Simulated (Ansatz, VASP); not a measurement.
# Ba7Si17O41 (glassy 71SiO2-29BaO (mol %)) in two plane-wave programs, part 2 of 3

Aim: how closely do two programs agree when they are given the same cell, functional and k mesh? Of the first pair: The structure shown is the start of the Ansatz relaxation below; VASP solves that cell, so the two are compared at the walk's first step.

VASP 6.6.1 and Ansatz 0.2.0.

So far: Set-up; Ansatz: relaxation, PBE.

## (3) VASP: single point, PBE, start cell, pair 1

Level of this step: PBE; plane waves and PAW (Si, Ba_sv, O) (VASP).

The same cell, functional and mesh now go to VASP, with its own data sets.

Lines of VASP's logs that name or quote its potential files are left out, and so is its time.

File INCAR:

```
SYSTEM = Ba7Si17O41
PREC = Accurate
ENCUT = 520
EDIFF = 1E-06
NELM = 120
ISMEAR = 0
SIGMA = 0.01
LREAL = Auto
ALGO = Normal
GGA = PE
NBANDS = 240
LORBIT = 11
LWAVE = .FALSE.
LCHARG = .FALSE.
ISIF = 2
LASPH = .TRUE.
GGA_COMPAT = .FALSE.
EFERMI = MIDGAP
NCORE = 2
```

File POSCAR:

```
Ba7Si17O41
1.0
   10.0337100000      0.0000000000      0.0000000000
    0.0000000000     10.0337100000      0.0000000000
    0.0000000000      0.0000000000     10.0337100000
Si Ba O
17 7 41
Direct
    0.1135671651      0.9903515250      0.4273394388
    0.4901975441      0.2102213438      0.3038357696
    0.2509540340      0.2477049865      0.5296445682
    0.0467025657      0.4818157989      0.5492385170
    0.5482119774      0.7171325462      0.2106399328
    0.9696214062      0.0628381725      0.9088363128
    0.9139191784      0.3498406870      0.3108022855
    0.2802452931      0.8307993753      0.6367036719
    0.3361767482      0.2511035300      0.0570377258
    0.7190062300      0.4905762674      0.1012387243
    0.7075149670      0.2173672550      0.9524492934
    0.3038058704      0.7551743074      0.0346531841
    0.1673857427      0.0121291128      0.1258457739
    0.5434679695      0.6738982889      0.5318371769
    0.8237032962      0.0550145460      0.4066491856
    0.2768467496      0.1070192381      0.7979102446
    0.6368332352      0.9974775033      0.1778404997
    0.9428915127      0.7283248170      0.2571431704
    0.3487643155      0.4868587990      0.7806484341
    0.6045221558      0.9386856905      0.7673731850
    0.7033290777      0.3430934320      0.5893134244
    0.2953344276      0.5110771589      0.2900422675
    0.0421180202      0.4557636208      0.9787605980
    0.9159124591      0.7332482202      0.7265507973
    0.7310456451      0.0674227180      0.5360031334
    0.2663820262      0.9196897259      0.0345435537
    0.1986304169      0.7344242558      0.7168734197
    0.8682232195      0.1884945848      0.9329151431
    0.6115185709      0.8528051937      0.1355829499
    0.8815283679      0.9590769516      0.8336497666
    0.6595068026      0.0983584337      0.0529515005
    0.0143715535      0.4756864609      0.7050034334
    0.9265665442      0.4097985690      0.4681717929
    0.2898628723      0.2163606483      0.6780642454
    0.6118175630      0.2865241272      0.3614914124
    0.0566689689      0.6232490275      0.4769322613
    0.4155392173      0.7745888609      0.5821077149
    0.4002009227      0.7032593129      0.9260582576
    0.6464408479      0.2265164132      0.8104280471
    0.1594325529      0.6989239274      0.0610442199
    0.3680592722      0.2366422789      0.4208413438
    0.2036335513      0.9050690124      0.5227378507
    0.5170370680      0.0579646013      0.2705280499
    0.5984027842      0.5838020034      0.1540407287
    0.8013087881      0.5812007722      0.0027606937
    0.1541403927      0.9645983390      0.2763384630
    0.0543966290      0.3762416893      0.2508543699
    0.2875606331      0.4000115610      0.0214576662
    0.1239521573      0.1063714219      0.8447722727
    0.1768139601      0.3887096597      0.5284187006
    0.5780912544      0.7188069019      0.3697934264
    0.3865369838      0.7305772242      0.1850960412
    0.4455380911      0.2738069966      0.1718506913
    0.3264196394      0.9680367481      0.7427661354
    0.9551402223      0.9645186078      0.4425980021
    0.0230722235      0.0061891364      0.0522837515
    0.4752379728      0.5348769299      0.5371393034
    0.8768740576      0.1963381441      0.3426947759
    0.3652088809      0.1731463237      0.9146965579
    0.8212415946      0.4512787394      0.2182542649
    0.2224800199      0.1578977268      0.1242910150
    0.7575562778      0.9841623886      0.2803549236
    0.1466556239      0.1425394993      0.4852043760
    0.6747852988      0.3578138096      0.0301782691
    0.6731408422      0.6870041091      0.6202790394
```

File KPOINTS:

```
Automatic mesh
0
Gamma
1 1 1
0 0 0
```

The projector-augmented-wave data sets are Si, Ba_sv and O (PBE family, release 64).

Started as:

```sh
mpirun -np 8 vasp_gam
```

Numbers of over 12 decimals in the logs are rounded to 6 here.

The program printed:

```text
[banner, memory and clock lines left out]
running    8 mpi-ranks, on    1 nodes
[...]
LDA part: xc-table for (Slater+PW92), standard interpolation
 POSCAR, INCAR and KPOINTS ok, starting setup
[...]
entering main loop
       N       E                     dE             d eps       ncg     rms          rms(c)
DAV:   1     0.376701654706E+04    0.37670E+04   -0.22226E+05   480   0.156E+03
DAV:   2    -0.204144558546E+03   -0.39712E+04   -0.38352E+04   600   0.373E+02
DAV:   3    -0.549217606061E+03   -0.34507E+03   -0.34277E+03   568   0.119E+02
DAV:   4    -0.560108053222E+03   -0.10890E+02   -0.10856E+02   592   0.202E+01
[...]
DAV:  17    -0.484801481323E+03    0.13671E-06   -0.52686E-05   560   0.178E-02    0.119E-02
DAV:  18    -0.484801480277E+03    0.10467E-05   -0.57627E-06   544   0.599E-03    0.602E-03
DAV:  19    -0.484801480542E+03   -0.26505E-06   -0.32437E-06   456   0.512E-03
   1 F= -.48480148E+03 E0= -.48480148E+03  d E =0.000000E+00
```

Parts of OUTCAR (step 3):

```text
  Total       39.1302335     39.6092450     25.1610015      6.9025873      1.4228757      6.5062697
  in kB       62.0638037     62.8235556     39.9074403     10.9480774      2.2567992     10.3194847
  external PRESSURE =      54.9315999 kB  Pullay stress =       0.0000000 kB

 POSITION                                       TOTAL-FORCE (eV/Angst)
 -----------------------------------------------------------------------------------
      1.13950      9.93690      4.28780         0.659086      3.064039      1.774565
      4.91850      2.10930      3.04860         0.834311      0.285520      5.067979
      2.51800      2.48540      5.31430         0.332442     -0.025965     -2.121034
      0.46860      4.83440      5.51090        -0.747069      0.569881      0.200323
      5.50060      7.19550      2.11350        -1.814413      3.410362      0.891158
      9.72890      0.63050      9.11900         1.538190      0.309695     -0.015302
      9.17000      3.51020      3.11850         0.464789      0.289705      1.540483
      2.81190      8.33600      6.38850         1.225478      2.287053      1.769098
      3.37310      2.51950      0.57230        -1.217635      0.426266     -0.945522
      7.21430      4.92230      1.01580         0.529325      0.848545     -0.883714
      7.09900      2.18100      9.55660         0.634594      0.846476      0.815583
      3.04830      7.57720      0.34770        -0.217895      1.837476      1.188491
      1.67950      0.12170      1.26270         0.399907     -1.618710     -2.636282
      5.45300      6.76170      5.33630        -0.706108      1.494474     -1.188510
[...]
-----------------------------------------------------------------------------------
    total drift:                                0.002256     -0.012219     -0.005112

  FREE ENERGIE OF THE ION-ELECTRON SYSTEM (eV)
  ---------------------------------------------------
  free  energy   TOTEN  =      -484.8014805418 eV

  energy  without entropy=     -484.8014805418  energy(sigma->0) =     -484.80148054

[... 3 further parts left out ...]
[key lines of the parts left out:]
E-fermi :   3.7543
```

Harder data sets than Ba_sv exist (the GW ones), and pressures, volumes and forces can shift noticeably with them.

## (4) Side by side

Known differences besides the potentials themselves: fixed occupations in Ansatz, narrow Gaussian smearing in VASP; the cutoff is 420 eV in Ansatz and 520 eV in VASP (PREC = Accurate, projectors in real space). Total energies have different zeros and are not compared.

Forces on 10 of the 65 atoms, those with the largest forces and the largest differences (eV/Å; atoms numbered as in POSCAR):

| atom | Ansatz x, y, z | VASP x, y, z |
| --- | --- | --- |
| Si2 | 0.906, 0.282, 5.041 | 0.834, 0.286, 5.068 |
| Si5 | -1.816, 3.381, 0.924 | -1.814, 3.410, 0.891 |
| Si17 | -0.498, 3.686, 1.387 | -0.489, 3.692, 1.345 |
| Ba21 | -0.482, -0.397, -0.388 | -0.465, -0.279, -0.287 |
| O27 | -2.571, -2.778, 2.126 | -2.604, -2.838, 2.180 |
| O29 | -0.644, -4.197, -1.294 | -0.658, -4.246, -1.288 |
| O48 | -0.113, -0.138, -0.133 | -0.017, -0.167, -0.056 |
| O52 | 0.200, -0.079, 0.288 | 0.202, 0.020, 0.224 |
| O53 | -1.257, 1.840, -3.452 | -1.262, 1.813, -3.456 |
| O63 | -2.919, -2.902, -1.570 | -2.944, -2.944, -1.591 |

The forces differ by 39 meV/Å r.m.s., which is 2.9 % of the r.m.s. force of 1.349 eV/Å (both taken over all components).

## (5) Ansatz: relaxation, PBE

This run makes the geometry at which the two programs are then compared. The cell compared in this pair holds 1051.03 Å³, against 1010.15 Å³ for the pair before.

The structure compared here is the end of the Ansatz relaxation.

File input.yaml:

```yaml
crystal:
  lattice:
    - [10.03371, 0.0, 0.0]
    - [0.0, 10.03371, 0.0]
    - [0.0, 0.0, 10.03371]
  atoms:
    - { symbol: Si, position: [0.11357, 0.99035, 0.42734] }
    - { symbol: Si, position: [0.4902, 0.21022, 0.30384] }
    - { symbol: Si, position: [0.25095, 0.2477, 0.52964] }
    - { symbol: Si, position: [0.0467, 0.48182, 0.54924] }
    - { symbol: Si, position: [0.54821, 0.71713, 0.21064] }
    - { symbol: Si, position: [0.96962, 0.06284, 0.90884] }
    - { symbol: Si, position: [0.91392, 0.34984, 0.3108] }
    - { symbol: Si, position: [0.28025, 0.8308, 0.6367] }
    - { symbol: Si, position: [0.33618, 0.2511, 0.05704] }
    - { symbol: Si, position: [0.71901, 0.49058, 0.10124] }
    - { symbol: Si, position: [0.70752, 0.21737, 0.95245] }
    - { symbol: Si, position: [0.30381, 0.75517, 0.03465] }
    - { symbol: Si, position: [0.16739, 0.01213, 0.12585] }
    - { symbol: Si, position: [0.54347, 0.6739, 0.53184] }
    - { symbol: Si, position: [0.8237, 0.05501, 0.40665] }
    - { symbol: Si, position: [0.27685, 0.10702, 0.79791] }
    - { symbol: Si, position: [0.63683, 0.99748, 0.17784] }
    - { symbol: Ba, position: [0.94289, 0.72832, 0.25714] }
    - { symbol: Ba, position: [0.34876, 0.48686, 0.78065] }
    - { symbol: Ba, position: [0.60452, 0.93869, 0.76737] }
    - { symbol: Ba, position: [0.70333, 0.34309, 0.58931] }
    - { symbol: Ba, position: [0.29533, 0.51108, 0.29004] }
    - { symbol: Ba, position: [0.04212, 0.45576, 0.97876] }
    - { symbol: Ba, position: [0.91591, 0.73325, 0.72655] }
    - { symbol: O, position: [0.73105, 0.06742, 0.536] }
    - { symbol: O, position: [0.26638, 0.91969, 0.03454] }
    - { symbol: O, position: [0.19863, 0.73442, 0.71687] }
    - { symbol: O, position: [0.86822, 0.18849, 0.93292] }
    - { symbol: O, position: [0.61152, 0.85281, 0.13558] }
    - { symbol: O, position: [0.88153, 0.95908, 0.83365] }
    - { symbol: O, position: [0.65951, 0.09836, 0.05295] }
    - { symbol: O, position: [0.01437, 0.47569, 0.705] }
    - { symbol: O, position: [0.92657, 0.4098, 0.46817] }
    - { symbol: O, position: [0.28986, 0.21636, 0.67806] }
    - { symbol: O, position: [0.61182, 0.28652, 0.36149] }
    - { symbol: O, position: [0.05667, 0.62325, 0.47693] }
    - { symbol: O, position: [0.41554, 0.77459, 0.58211] }
    - { symbol: O, position: [0.4002, 0.70326, 0.92606] }
    - { symbol: O, position: [0.64644, 0.22652, 0.81043] }
    - { symbol: O, position: [0.15943, 0.69892, 0.06104] }
    - { symbol: O, position: [0.36806, 0.23664, 0.42084] }
    - { symbol: O, position: [0.20363, 0.90507, 0.52274] }
    - { symbol: O, position: [0.51704, 0.05796, 0.27053] }
    - { symbol: O, position: [0.5984, 0.5838, 0.15404] }
    - { symbol: O, position: [0.80131, 0.5812, 0.00276] }
    - { symbol: O, position: [0.15414, 0.9646, 0.27634] }
    - { symbol: O, position: [0.0544, 0.37624, 0.25085] }
    - { symbol: O, position: [0.28756, 0.40001, 0.02146] }
    - { symbol: O, position: [0.12395, 0.10637, 0.84477] }
    - { symbol: O, position: [0.17681, 0.38871, 0.52842] }
    - { symbol: O, position: [0.57809, 0.71881, 0.36979] }
    - { symbol: O, position: [0.38654, 0.73058, 0.1851] }
    - { symbol: O, position: [0.44554, 0.27381, 0.17185] }
    - { symbol: O, position: [0.32642, 0.96804, 0.74277] }
    - { symbol: O, position: [0.95514, 0.96452, 0.4426] }
    - { symbol: O, position: [0.02307, 0.00619, 0.05228] }
    - { symbol: O, position: [0.47524, 0.53488, 0.53714] }
    - { symbol: O, position: [0.87687, 0.19634, 0.34269] }
    - { symbol: O, position: [0.36521, 0.17315, 0.9147] }
    - { symbol: O, position: [0.82124, 0.45128, 0.21825] }
    - { symbol: O, position: [0.22248, 0.1579, 0.12429] }
    - { symbol: O, position: [0.75756, 0.98416, 0.28035] }
    - { symbol: O, position: [0.14666, 0.14254, 0.4852] }
    - { symbol: O, position: [0.67479, 0.35781, 0.03018] }
    - { symbol: O, position: [0.67314, 0.687, 0.62028] }
kpoints:
  mp_grid: { grid: [1, 1, 1] }
hamiltonian:
  xc: pbe
scf:
  occupations: { method: fixed }
output:
  forces: true
relax:
  f_tol: 0.05
  max_steps: 150
  cell: {}
```

Started as:

```sh
ansatz run input.yaml --threads 4 --pin off --max-ram 8192MiB --backend cpu --events-out ev --progress --plain --runs-dir out
```

The program printed:

```text
[...]
Crystal: 65 atoms, lattice volume = 1010.147 Å³
Basis set: ecut = 420 eV, 19837 PW (Γ), exchange–correlation on 144×144×144 points (8 copies of the dense FFT grid, shifted against one another)
Bands: 257, of which v1, the nominal top of the filled ones, is band 192 counted from 1 (191 counted from 0)
Symmetry: 1 space group operations
[...]
k-points: 1
[...]
- { symbol: O, position: [0.216923, 0.729664, 0.713011] }
    - { symbol: O, position: [0.888628, 0.184278, 0.944989] }
    - { symbol: O, position: [0.618511, 0.845496, 0.146685] }
    - { symbol: O, position: [0.893732, 0.953884, 0.817951] }
    - { symbol: O, position: [0.676290, 0.086459, 0.055823] }
    - { symbol: O, position: [0.019576, 0.496488, 0.695643] }
[...]
- { symbol: O, position: [0.776513, 0.971815, 0.282926] }
    - { symbol: O, position: [0.101921, 0.144792, 0.498639] }
    - { symbol: O, position: [0.714645, 0.355050, 0.043337] }
    - { symbol: O, position: [0.697053, 0.768133, 0.618651] }
[key lines of the parts left out:]
P = ⅓ Tr σ = 0.0007 GPa (0.007 kbar)
```

[end of part 2 of 3]

[Lines on the potential files, build, host, timing and source positions are cut from VASP's logs without a mark.]

[Logs are printed without paths, hosts, clocks, repeated set-up lines and the standing remarks that a program may print on its own settings, such as how far it seeks lower states.]

[Hosts, paths, dates, database ids (printed as entryN), source tags and the programs' standing remarks are cut or masked in the printed files.]
